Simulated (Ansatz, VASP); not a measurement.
**Cross-check of In2AsN (alpha-NaFeO2 type (invented)) between VASP and Ansatz**

Aim: how closely do two programs agree when they are given the same cell, functional and k mesh? The cell is generated by rule, not measured, and may not be a known phase. The cell is taken from a series of runs on this material, whose earlier steps may have relaxed, scaled, displaced or heated it; both programs get it as it stands.

Main program and level: Ansatz 0.2.0; plane waves, with VASP 6.6.1 beside it; relaxation of cell and atoms at PBE.

## 1. The structure

Symmetry: R-3m, No. 166, trigonal system. The conventional cell has a = 3.610 Å, b = 3.610 Å, c = 19.382 Å, α = 90.00°, β = 90.00°, γ = 120.00°. Nearest to N lie 6 In at 2.46 Å. Nearest to As lie 6 In at 2.84 Å. Nearest to In lie 3 N at 2.46 Å and 3 As at 2.84 Å. Farther neighbours and most contacts between anions are not listed.

## 2. Ansatz: relaxation of cell and atoms, PBE

Ansatz runs on its default PAW (the set named soft_2) files.

The relaxed volume is the usual yardstick between codes: in a stiff, nearly cubic crystal its relative difference is about their pressure difference at one cell divided by the bulk modulus.

input.yaml

```yaml
crystal:
  lattice:
    - [1.8048047754, 1.0420045229, 6.4607223896]
    - [-1.8048047754, 1.0420045229, 6.4607223896]
    - [0.0, -2.0840090458, 6.4607223896]
  atoms:
    - { symbol: "N", position: [1.0, 0.0, 0.0] }
    - { symbol: As, position: [0.5, 0.5, 0.5] }
    - { symbol: In, position: [0.2661595314, 0.2661595314, 0.2661595314] }
    - { symbol: In, position: [0.7338404686, 0.7338404686, 0.7338404686] }
kpoints:
  mp_grid: { grid: [15, 15, 15] }
hamiltonian:
  xc: pbe
scf:
  occupations: { method: gaussian, width: 0.1 }
output:
  forces: true
  stress: true
  eigenvalues: true
relax:
  adjacent_minimum: "off"
  f_tol: 0.005
  max_steps: 80
  cell: { stress_tol: 0.05 }
```

On the command line:

```bash
> ansatz run input.yaml --threads 2 --pin off --max-ram 5120MiB --backend cpu --events-out ev --progress --plain --runs-dir out
```

Numbers of over 12 decimals in the logs are rounded to 6 here.

Output:

```text
basis.fft_grid_basis auto: the FFT boxes are laid along the combinations [[1, 0, -1], [0, 1, -1], [0, 0, 1]] of the cell's own vectors, 3.610, 3.610 and 6.789 Å long. The dense box has 25×25×48 points. Along the cell's own vectors, as sized, it would have 48×48×48, 3.69 times as many. Of the 12 symmetry operations that the crystal satisfies within crystal.symmetry.tolerance (time reversal apart; of a slab, those that [...]
Engine: ansatz 0.2.0, aarch64-unknown-linux-gnu
Pseudopotentials: kind: paw
Pseudopotential: N, paw, valence charge 5, recommended cutoff 420 eV (normal), N.paw.azcp
Pseudopotential: As, paw, valence charge 15, recommended cutoff 420 eV (normal), As.paw.azcp
Pseudopotential: In, paw, valence charge 13, recommended cutoff 420 eV (normal), In.paw.azcp
Functional definition: PBE
  parameter kappa = 0.804
  parameter beta = 0.066725
  exchange = pbe_x(kappa = kappa, mu = beta*pi^2/3)
  correlation = pbe_c(beta = beta)
Crystal: 4 atoms, lattice volume = 72.901 Å³
Basis set: ecut = 420 eV, 1419 PW (Γ), FFT grids on a1−a3, a2−a3, a3, exchange–correlation on 50×50×96 points (8 copies of the dense FFT grid, shifted against one another)
Bands: 28, of which v1, the nominal top of the filled ones, is band 23 counted from 1 (22 counted from 0)
Symmetry: 12 space group operations
Space group: R-3m (ITA 166), of the structure as read, at distance tolerance 4.2e-5 Å
k-points: 344 of 3375
Non-local potential: N, projectors of the file, l = 0: 2, l = 1: 2, l = 2: 1
Non-local potential: As, projectors of the file, l = 0: 2, l = 1: 2, l = 2: 3, l = 3: 1
Non-local potential: In, projectors of the file, l = 0: 2, l = 1: 2, l = 2: 2, l = 3: 2
PAW form: soft (Blöchl's): semilocal exchange-correlation on the pseudo side does not see the compensation charge
PAW one-centre angular grid: N, 110 points (default); XC on 64 Gauss nodes
PAW one-centre angular grid: As, 590 points (default); XC on 64 Gauss nodes
PAW one-centre angular grid: In, 590 points (default); XC on 64 Gauss nodes
Initial density: superposition of atomic densities (neutral atoms: chi_scale 0, normalization atom), corrected by the library's trained network
Initial wavefunctions: pseudopotential atomic-orbital guess
Functional: x = pbe(κ = 0.804, μ = 0.219515), c = pbe(β = 0.066725)
SCF iter   1: F=—  HF=-16434.509041 eV  |F-HF|=—  |Δ(HF+E_count)|=         —  Δρ=4.80e-3  dr2=2.58e-2  ethr=1.77e-3  ⟨swp⟩=5.7  Hψ=41313  notcnv=0
preconditioner: auto → Kerker (q_TF=auto, 2.527 Å⁻¹)  [metal: Δε(μ)=0.006 eV  Ē_g=14.125 eV  σ=0.100 eV  W_gap=0.04  n_scr=22 (ndim 8)  ℏωp=26.1 eV  f_vac=0.000  D(μ)=1.40/eV (n_scr^D=2)]
SCF iter   2: F=—  HF=-16434.503996 eV  |F-HF|=—  |Δ(HF+E_count)|=   5.04e-3  Δρ=2.31e-3  dr2=6.57e-3  ethr=5.62e-5  ⟨swp⟩=1.2  Hψ=13390  notcnv=0
SCF iter   3: F=—  HF=-16434.503109 eV  |F-HF|=—  |Δ(HF+E_count)|=   8.88e-4  Δρ=5.05e-4  dr2=2.69e-4  ethr=1.43e-5  ⟨swp⟩=2.0  Hψ=10707  notcnv=0
SCF iter   4: F=—  HF=-16434.503058 eV  |F-HF|=—  |Δ(HF+E_count)|=   5.04e-5  Δρ=1.92e-4  dr2=4.00e-5  ethr=5.85e-7  ⟨swp⟩=2.4  Hψ=17385  notcnv=0
SCF iter   5: F=—  HF=-16434.503056 eV  |F-HF|=—  |Δ(HF+E_count)|=   2.09e-6  Δρ=5.75e-5  dr2=5.21e-6  ethr=8.70e-8  ⟨swp⟩=2.1  Hψ=17050  notcnv=0
SCF iter   6: F=—  HF=-16434.503055 eV  |F-HF|=—  |Δ(HF+E_count)|=   1.16e-6  Δρ=3.22e-5  dr2=1.31e-6  ethr=1.13e-8  ⟨swp⟩=2.0  Hψ=16455  notcnv=0
SCF iter   7: F=-16434.503055 eV  HF=-16434.503055 eV  |F-HF|=4.78e-8  |Δ(HF+E_count)|=   1.05e-7  Δρ=1.02e-5  dr2=8.48e-8  ethr=2.17e-10  ⟨swp⟩=5.4  Hψ=45631  notcnv=0
SCF 1 converged in 7 iterations: F = -16434.503055 eV  dr2 = 8.48e-8
  greatest PAW one-centre occupation: 0.999 electrons in one spin orbital (limit 2), on the As atom at site 1 (counted from 0), in its partial waves of l = 2
relax step   1: F+E_penalty+E_count = -16434.50305494 eV  Δ(F+E_penalty+E_count) = +0.000e0 eV  max|allowed force component| = 6.103e-2 eV/Å  Δτ_max = 0.0000 Å  P = -0.034 GPa  Ω = 72.901 Å³  (7 SCF iters, dr2 threshold 1.00e-7 eV, accepted)
[...]
relax step   2: F+E_penalty+E_count = -16434.50151655 eV  Δ(F+E_penalty+E_count) = +1.538e-3 eV  max|allowed force component| = 1.463e-1 eV/Å  Δτ_max = 0.0150 Å  P = +0.080 GPa  Ω = 72.718 Å³  energy of the carried Pulay correction = +1.868e-4 eV  (6 SCF iters, dr2 threshold 2.33e-7 eV, rejected (line search))
[...]
relax step   3: F+E_penalty+E_count = -16434.50354879 eV  Δ(F+E_penalty+E_count) = -4.939e-4 eV  max|allowed force component| = 1.169e-4 eV/Å  Δτ_max = 0.0044 Å  P = -0.001 GPa  Ω = 72.846 Å³  energy of the carried Pulay correction = +5.641e-5 eV  (9 SCF iters, accepted)
[...]
relax step   4: F+E_penalty+E_count = -16434.50350297 eV  Δ(F+E_penalty+E_count) = +4.582e-5 eV  max|allowed force component| = 1.326e-4 eV/Å  Δτ_max = 0.0000 Å  P = -0.002 GPa  Ω = 72.846 Å³  stress off target by 1.96e-2 GPa  SCF on the basis re-selected at this cell (its energy is not comparable with the rows above)  (8 SCF iters)
basis re-selected at this cell: Δ(F+E_penalty+E_count) = +4.582e-5 eV, ΔP = -0.001 GPa vs the last step (what re-selecting the basis moved, of the pressure what is left beyond the Pulay correction that the steps carried, after the strain that the cell walked since its last selection, with what the two solves' SCF thresholds leave and, on support functions, any second-order correction that the steps lacked; it is no m [...]
SCF converged after 8 iterations
Free energy (F): -16434.503503 eV
Harris-Foulkes:  -16434.503503 eV  (|F-HF|=7.28e-12)
Internal energy: -16434.496277 eV  (E = F + TS)
E sigma→0 (E₀):  -16434.499890 eV
Entropy (-TS):   -0.007226 eV (-1.807 meV/atom)
Fermi energy:    11.561117 eV
--- Per-component energies (eV) ---
  E_band       = -208.123116
  E_kinetic    = 714.515718
  E_local      = -3745.380208  (includes V_loc(G=0)·N_el)
  E_nonlocal   = 111.250387
  E_hartree    = 1729.429516
  E_xc         = -568.720600
  E_vxc        = -352.819821  (∫ρ·V_xc dr)
  E_paw        = -10272.748356  (= ΣΔE_a)
  E_vpaw       = -394.548365  (= ΣTr[D̂ρ^β])
  E_aug_tail   = 0.000144  (compensation charges beyond the density's cutoff)
  E_ewald      = -4402.842877
  E_smearing   = -0.007226  (= −TS)
  E_closure    = 0.000000  (closes the sum)
  Σ components = -16434.503503   (vs F -16434.503503, Δ=0.00e0)
--- Forces (eV/Å), atoms counted from 1 ---
  atom   1  N     -0.00000000     0.00000000    -0.00000000
  atom   2  As     0.00000000     0.00000000     0.00000000
  atom   3  In    -0.00000000    -0.00000000     0.00013262
  atom   4  In     0.00000000     0.00000000    -0.00013262
  max |Σ_I F_I| component: 9.25e-18 eV/Å
--- Stress (GPa, compression-positive) ---
       -0.012591      -0.000000      -0.000000
       -0.000000      -0.012591       0.000000
       -0.000000       0.000000       0.019630
  P = ⅓ Tr σ = -0.0019 GPa (-0.019 kbar)
--- Band table (eV; the first three rows and the last of 344) ---
  k-point 0: bands = [... 19 lower, 9.7205, 9.7205, 9.8702, 12.7026, 12.7026, 14.8822, 16.8962, 16.8962, ... 1 higher]
  k-point 1: bands = [... 19 lower, 9.6776, 9.8566, 10.2107, 12.1411, 12.5879, 15.3090, 16.0473, 17.0409, ... 1 higher]
  k-point 2: bands = [... 19 lower, 9.5580, 9.8477, 10.4247, 11.5122, 12.3017, 14.9879, 16.1545, 17.3774, ... 1 higher]
  k-point 343: bands = [... 19 lower, 9.4366, 9.6702, 12.0004, 12.1799, 12.5596, 13.9737, 17.1888, 17.3938, ... 1 higher]
--- Relaxed structure (3 steps of the walk, 2 accepted, 1 SCFs on fresh bases) ---
  F+E_penalty+E_count = -16434.50350297 eV   max|allowed force component| = 1.326e-4 eV/Å   (the final SCF, on the basis selected at the relaxed cell)
  cell:  # Å, volume = 72.8456 Å³
    - [1.802625, 1.040746, 6.471452]
    - [-1.802625, 1.040746, 6.471452]
    - [0, -2.081492, 6.471452]
  atoms:
    - { symbol: N, position: [1.0, -5.551115123125783e-17, 0.0] }
    - { symbol: As, position: [0.500000, 0.500000, 0.500000] }
    - { symbol: In, position: [0.265933, 0.265933, 0.265933] }
    - { symbol: In, position: [0.734067, 0.734067, 0.734067] }
```

The column dr2 measures how far the density is from self-consistency, as an energy; F and HF (Harris–Foulkes) agree once it is small.

## 3. VASP: relaxation of cell and atoms, PBE

The same cell, functional, mesh and smearing now go to VASP, with its own data sets.

Lines of VASP's logs that name or quote its potential files are left out, and so is its time.

INCAR

```
SYSTEM = In2AsN
PREC = Accurate
ENCUT = 600
EDIFF = 1E-07
NELM = 120
ISMEAR = 0
SIGMA = 0.1
LREAL = .FALSE.
ALGO = Normal
GGA = PE
NBANDS = 24
LORBIT = 11
LWAVE = .FALSE.
LCHARG = .FALSE.
ISIF = 3
IBRION = 2
NSW = 80
EDIFFG = -0.005
LASPH = .TRUE.
GGA_COMPAT = .FALSE.
NELMIN = 4
KPAR = 2
```

POSCAR

```
In2AsN
1.0
    1.8048050000      1.0420050000      6.4607220000
   -1.8048050000      1.0420050000      6.4607220000
    0.0000000000     -2.0840090000      6.4607220000
N As In
1 1 2
Direct
    0.0000000000      0.0000000000      0.0000000000
    0.4999999716      0.4999999716      0.5000002115
    0.2661595291      0.2661595291      0.2661596568
    0.7338404142      0.7338404142      0.7338407663
```

KPOINTS

```
Automatic mesh
0
Gamma
15 15 15
0 0 0
```

The projector-augmented-wave data sets are N, As and In_d (PBE family, release 64).

On the command line:

```bash
> mpirun -np 2 vasp_std
```

Output:

```text
[banner, memory and clock lines left out]
running    2 mpi-ranks, on    1 nodes
 distrk:  each k-point on    1 cores,    2 groups
 distr:  one band on    1 cores,    1 groups

 POSCAR found type information on POSCAR N AsIn
 POSCAR found :  3 types and       4 ions
 LDA part: xc-table for (Slater+PW92), standard interpolation
 POSCAR, INCAR and KPOINTS ok, starting setup
 FFT: planning ... GRIDC
 FFT: planning ... GRID_SOFT
 FFT: planning ... GRID
 WAVECAR not read
 entering main loop
       N       E                     dE             d eps       ncg     rms          rms(c)
DAV:   1     0.312293807046E+03    0.31229E+03   -0.18973E+04 16528   0.214E+03
DAV:   2     0.154797402578E+02   -0.29681E+03   -0.28924E+03 17096   0.455E+02
DAV:   3    -0.177710721902E+02   -0.33251E+02   -0.32369E+02 22120   0.151E+02
DAV:   4    -0.190276877250E+02   -0.12566E+01   -0.12526E+01 18344   0.303E+01
DAV:   5    -0.190740537784E+02   -0.46366E-01   -0.46354E-01 24880   0.552E+00    0.981E+00
DAV:   6    -0.172557482001E+02    0.18183E+01   -0.11882E+01 29072   0.353E+01    0.730E+00
DAV:   7    -0.168417273322E+02    0.41402E+00   -0.31211E+00 20760   0.104E+01    0.301E+00
DAV:   8    -0.168544690972E+02   -0.12742E-01   -0.55391E-01 19432   0.394E+00    0.919E-01
DAV:   9    -0.168475397050E+02    0.69294E-02   -0.29203E-02 24832   0.161E+00    0.518E-01
DAV:  10    -0.168471750377E+02    0.36467E-03   -0.99973E-03 23912   0.836E-01    0.860E-02
DAV:  11    -0.168470872978E+02    0.87740E-04   -0.13226E-03 25184   0.304E-01    0.644E-02
DAV:  12    -0.168471163584E+02   -0.29061E-04   -0.17233E-04 20224   0.911E-02    0.145E-02
DAV:  13    -0.168471164111E+02   -0.52738E-07   -0.10921E-05 25472   0.250E-02    0.743E-03
DAV:  14    -0.168471161218E+02    0.28934E-06   -0.18868E-06 20568   0.136E-02    0.224E-03
DAV:  15    -0.168471161855E+02   -0.63739E-07   -0.35747E-07 14680   0.649E-03
   1 F= -.16847116E+02 E0= -.16843445E+02  d E =-.168471E+02
[...]
2 F= -.16847550E+02 E0= -.16843902E+02  d E =-.433567E-03
[...]
3 F= -.16847586E+02 E0= -.16843947E+02  d E =-.469655E-03
 curvature:  -0.69 expect dE=-0.479E-04 dE for cont linesearch -0.836E-08
 trial: gam= 0.10581 g(F)=  0.600E-07 g(S)=  0.691E-04 ort =-0.287E-05 (trialstep = 0.108E+01)
 search vector abs. value=  0.761E-04
 bond charge predicted
       N       E                     dE             d eps       ncg     rms          rms(c)
DAV:   1    -0.168483251969E+02   -0.73930E-03   -0.22033E-02 20632   0.249E+00    0.175E-01
DAV:   2    -0.168477211337E+02    0.60406E-03   -0.18448E-03 21104   0.762E-01    0.660E-02
DAV:   3    -0.168476141701E+02    0.10696E-03   -0.38790E-04 21848   0.372E-01    0.219E-02
DAV:   4    -0.168476082375E+02    0.59326E-05   -0.59990E-05 20608   0.678E-02    0.177E-02
DAV:   5    -0.168476093009E+02   -0.10634E-05   -0.89165E-06 23096   0.227E-02    0.156E-02
DAV:   6    -0.168476107219E+02   -0.14210E-05   -0.34873E-06 21576   0.192E-02    0.488E-03
DAV:   7    -0.168476112589E+02   -0.53702E-06   -0.91677E-07 21552   0.900E-03    0.203E-03
DAV:   8    -0.168476112564E+02    0.25220E-08   -0.23534E-07 14064   0.398E-03
   4 F= -.16847611E+02 E0= -.16843977E+02  d E =-.254155E-04
 trial-energy change:   -0.000025  1 .order   -0.000023   -0.000074    0.000027
 step:   0.8117(harm=  0.7881)  dis= 0.00023  next Energy=   -16.847615 (dE=-0.288E-04)
 reached required accuracy - stopping structural energy minimisation
```

Parts of OUTCAR (step 3):

```text
ion  position               nearest neighbor table
   1  0.000  0.000  0.000-   3 2.46   3 2.46   3 2.46   4 2.46   4 2.46   4 2.46
   2  0.500  0.500  0.500-   4 2.84   3 2.84   4 2.84   4 2.84   3 2.84   3 2.84
   3  0.266  0.266  0.266-   1 2.46   1 2.46   1 2.46   2 2.84   2 2.84   2 2.84   4 3.34   4 3.34
                             4 3.34
   4  0.734  0.734  0.734-   1 2.46   1 2.46   1 2.46   2 2.84   2 2.84   2 2.84   3 3.34   3 3.34
                             3 3.34

  LATTYP: Found a trigonal (rhomboedric) cell.
 ALAT       =     6.7885215084
 COS(alpha) =     0.8586355564

 Subroutine GETGRP returns: Found 12 space group operations
 (whereof 12 operations were pure point group operations)

The static configuration has the point symmetry D_3d.

 Found    344 irreducible k-points:

   k-points           NKPTS =    344   k-points in BZ     NKDIM =    344   number of bands    NBANDS=     24

   dimension x,y,z NGX =    54 NGY =   54 NGZ =   54
   dimension x,y,z NGXF=   108 NGYF=  108 NGZF=  108

   ENCUT  =  600.0 eV  44.10 Ry    6.64 a.u.  13.56 13.56 13.56*2*pi/ulx,y,z

   NELECT =      36.0000    total number of electrons

 k-points in reciprocal lattice and weights: Automatic mesh
   0.00000000  0.00000000  0.00000000       0.000
   0.06666667  0.00000000  0.00000000       0.002
   0.13333333  0.00000000  0.00000000       0.002
   0.20000000  0.00000000  0.00000000       0.002
   0.26666667  0.00000000  0.00000000       0.002
   0.33333333  0.00000000  0.00000000       0.002
   0.40000000  0.00000000  0.00000000       0.002
   0.46666667  0.00000000  0.00000000       0.002
   0.06666667  0.06666667  0.00000000       0.002
[...]
0.46666667  0.46666667  0.46666667       0.001
  -0.46666667  0.46666667  0.46666667       0.002

 average (electrostatic) potential at core
       1 -61.2277       2 -46.8877       3 -93.7177       4 -93.7177

 E-fermi :   7.7343

 k-point     1 :       0.0000    0.0000    0.0000
  band No.  band energies     occupation
    ...
     13       0.1692      2.00000
     14       5.2743      2.00000
     15       5.8940      2.00000
     16       5.8940      2.00000
     17       6.0384      2.00000
     18       8.8820      0.00000
     19       8.8820      0.00000
     20      11.0575      0.00000
     21      13.0647      0.00000
     22      13.0647      0.00000
    ...

 k-point     2 :       0.0667    0.0000    0.0000
  band No.  band energies     occupation
    ...
     13       0.2379      2.00000
     14       4.7621      2.00000
     15       5.8511      2.00000
     16       6.0253      2.00000
     17       6.3816      2.00000
     18       8.3197      0.00000
     19       8.7671      0.00000
     20      11.4834      0.00000
     21      12.2166      0.00000
     22      13.2095      0.00000
    ...

 k-point     3 :       0.1333    0.0000    0.0000
  band No.  band energies     occupation
    ...
     14       4.0431      2.00000
     15       5.7316      2.00000
     16       6.0167      2.00000
     17       6.5991      2.00000
     18       7.6852      1.51254
     19       8.4803      0.00000
     20      11.1594      0.00000
     21      12.3249      0.00000
     22      13.5456      0.00000
     23      14.4548      0.00000
    ...

  Total        0.0162889      0.0162889      0.0182688      0.0000000      0.0000000      0.0000000
  in kB        0.3580817      0.3580817      0.4016056      0.0000000      0.0000000      0.0000000
  external PRESSURE =       0.3725897 kB  Pullay stress =       0.0000000 kB

  energy-cutoff  :      600.00
  volume of cell :       72.88
      direct lattice vectors                 reciprocal lattice vectors
     1.802443235  1.040641434  6.475994531     0.277401247  0.160157682  0.051472137
    -1.802443235  1.040641434  6.475994531    -0.277401247  0.160157682  0.051472137
     0.000000000 -2.081281868  6.475994531     0.000000000 -0.320315364  0.051472162

 POSITION                                       TOTAL-FORCE (eV/Angst)
 -----------------------------------------------------------------------------------
      0.00000     -0.00000      0.00000        -0.000000      0.000000      0.000000
      0.00000      0.00000      9.71399        -0.000000     -0.000000      0.000000
      0.00000      0.00000      5.16636         0.000000      0.000000      0.003745
      0.00000      0.00000     14.26163         0.000000     -0.000000     -0.003745
 -----------------------------------------------------------------------------------
    total drift:                               -0.000000      0.000415     -0.000717

  FREE ENERGIE OF THE ION-ELECTRON SYSTEM (eV)
  ---------------------------------------------------
  free  energy   TOTEN  =       -16.8476112564 eV

  energy  without entropy=      -16.8403425581  energy(sigma->0) =      -16.84397691

 reached required accuracy - stopping structural energy minimisation

 total charge
# of ion       s       p       d       tot
------------------------------------------
    1        1.291   2.225   0.000   3.516
    2        1.278   1.443   0.030   2.751
    3        0.831   0.550   9.922  11.303
    4        0.831   0.550   9.922  11.303
--------------------------------------------------
tot          4.230   4.769  19.874  28.873

[... 3 further parts left out ...]
```

## 4. Comparison

Known differences besides the potentials themselves: the data sets hold 46 valence electrons in Ansatz (on its default PAW (the set named soft_2) files) and 36 in VASP; the cutoff is 420 eV in Ansatz and 600 eV in VASP; Ansatz adds a Pulay correction to the stress that steers its cell, VASP none. Total energies have different zeros and are not compared.

Both answers:

```tsv
quantity	Ansatz	VASP	difference
volume (Å³)	72.85	72.88	-0.05 %
edge a after relaxation, in the typed setting (Å)	6.798	6.802	-0.06 %
```

## 5. Summary of results

```yaml
difference_in_edge_a_after_relaxation_in_the_typed_setting_relaxation_of_cell_and_atoms_pbe: -0.062 %
```

In words: The difference in edge a after relaxation, in the typed setting is -0.062 % (relaxation of cell and atoms, PBE), within the 1.2 % picked in this series as the mark of a large difference, as far as the stopping tolerances let one tell. The data sets hold unlike numbers of valence electrons (46 in Ansatz and 36 in VASP), so part of the differences comes from the potentials. 1 further run of this series is not shown here. How closely two codes agree says nothing of how well the functional describes the real material.

[Lines on the potential files, build, host, timing and source positions are cut from VASP's logs without a mark.]

[Logs are printed without paths, hosts, clocks, repeated set-up lines and the standing remarks that a program may print on its own settings, such as how far it seeks lower states.]

[Hosts, paths, dates, database ids (printed as entryN), source tags and the programs' standing remarks are cut or masked in the printed files.]
